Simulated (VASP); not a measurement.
Input:

```
CELL_PARAMETERS angstrom
      0.00000     3.35148     3.35148
      3.35148     0.00000     3.35148
      3.35148     3.35148     0.00000
ATOMIC_POSITIONS crystal
  Sn 0.00000 0.00000 0.00000
  Mg 0.25000 0.25000 0.25000
  Mg 0.75000 0.75000 0.75000
```

Method: PBE GGA with D3 dispersion (Becke-Johnson damping) with spin-orbit coupling, VASP's PBE PAW potentials (set 64) (plane waves; VASP). Numerical set-up: 400 eV cut-off, 7×7×7 Γ-centred mesh, Gaussian smearing of 0.050 eV, potentials Sn_d Mg.

### Question
Give the energies of bands 13 to 25 at the high-symmetry points, in eV from the Fermi level.

### Answer

```csv
band,Γ,X,U,L,W
13,-0.27,-4.63,-4.21,-4.86,-3.87
14,-0.27,-4.63,-4.21,-4.86,-3.87
15,0.21,-2.19,-3.56,-0.93,-3.73
16,0.21,-2.19,-3.56,-0.93,-3.73
17,0.21,-2.01,-1.76,-0.66,-2.71
18,0.21,-2.01,-1.76,-0.66,-2.71
19,1.62,-0.06,0.44,0.82,2.70
20,1.62,-0.06,0.44,0.82,2.70
21,2.23,0.19,2.70,2.28,3.08
22,2.23,0.19,2.70,2.28,3.08
23,2.23,7.25,5.42,2.29,3.12
24,2.23,7.25,5.42,2.29,3.12
25,2.24,7.51,5.58,4.04,3.39
```

It has no gap at this level: it comes out as a metal or semimetal.

The structure comes from a measured Mg2Sn entry (Fm-3m) of the Crystallography Open Database, whose conditions weren't checked. It was relaxed first.
